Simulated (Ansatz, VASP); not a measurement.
**Two plane-wave programs on KNaICl**

INCAR

```
PREC = Accurate ; ENCUT = 520
EDIFF = 1E-6 ; ISMEAR = 0
SIGMA = 0.05 ; LREAL = False
LASPH = True ; NELM = 100
ALGO = Normal ; ISIF = 2
LWAVE = False ; LCHARG = False
NBANDS = 23
```

File KPOINTS:

```
Automatic mesh
0
Gamma
  6 6 4
```

POSCAR

```
KNaICl
1.0
    3.8454146418      0.0000000000      0.0000000000
    0.0000000000      4.4787923021      0.0000000000
    0.0000000000      0.0000000000      6.9758314978
K Na I Cl
1 1 1 1
Direct
    0.5000000000      0.5000000000      0.5000000000
    0.0000000000      0.0000000000      0.0000000000
    0.5000000000      0.5000000000      0.0000000000
    0.0000000000      0.0000000000      0.5000000000
```

Input for Ansatz:

```yaml
crystal:
  lattice:
    - [3.8454146418, 0.0, 0.0]
    - [0.0, 4.4787923021, 0.0]
    - [0.0, 0.0, 6.9758314978]
  atoms:
    - { symbol: K, position: [0.5, 0.5, 0.5] }
    - { symbol: Na, position: [0.0, 0.0, 0.0] }
    - { symbol: I, position: [0.5, 0.5, 0.0] }
    - { symbol: Cl, position: [0.0, 0.0, 0.5] }
basis:
  ecutwfc: 520.0
kpoints:
  mp_grid: { grid: [6, 6, 4] }
hamiltonian:
  xc: lda
  pseudopotentials: { kind: paw }
scf:
  occupations: { method: gaussian, width: 0.05 }
output:
  forces: true
  stress: true
  eigenvalues: true
```

Change from the starting cell: strain +e along x and -e along y -0.0733, strain +e along z and -e/2 along x and y +0.0733.

Alike in both runs: task single point; functional LDA; k mesh 6 × 6 × 4; occupations gaussian, width 0.05 eV; no spin polarisation.

|  | VASP | Ansatz |
| --- | --- | --- |
| version | VASP 6.6.1 | Ansatz 0.2.0 |
| potentials or method | VASP PAW LDA potentials, release 64 (K_sv, Na_pv, I, Cl) | scalar-relativistic, plane waves, PAW |
| plane-wave cutoff (eV) | 520 | 520 |
| valence electrons in the cell | 30 | 42 |

|  | VASP | Ansatz | Ansatz less VASP |
| --- | --- | --- | --- |
| gap on the k mesh at the Fermi level (eV) | 3.24 | 3.24 | -0.005 |
| least direct gap on the mesh (eV) | 3.28 | 3.27 | -0.005 |
| pressure (GPa) | 1.3 | 1.2 | -0.07 |
| largest component of the traceless stress (GPa) | 3.09 | 3.07 | -0.018 |

The two sets of potentials don't hold the same shells in valence.

Caveats: spin-orbit coupling is left out, which moves the levels of the heavy elements. A k mesh can miss the band edges.
